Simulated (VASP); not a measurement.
Energy against volume of CaF2 (fluorite). Method: PW91 GGA, VASP's PBE PAW potentials (set 64) (plane waves; VASP). Settings: 520 eV cut-off, 7×7×7 Γ-centred mesh, Gaussian smearing of 0.050 eV, potentials Ca_sv F.

```
V (Å³/atom)  E (eV/atom)
-----------  -----------
13.068          -5.82743
13.485          -5.83890
13.902          -5.84299
14.319          -5.84083
```

**Question.** Fit these four points and predict the energy of the run at 14.736 Å³/atom.

**Answer.** A cubic in V^(−2/3), the third-order Birch-Murnaghan form, passes through the four points with V0 = 13.96 Å³/atom and B0 = 78 GPa, and gives -5.8334 eV/atom there. The run gave -5.8334 eV/atom, +0.0 meV/atom from the fit; all five points give B0 = 79 GPa.

The compound is CaF2 in the fluorite structure. It was relaxed first.
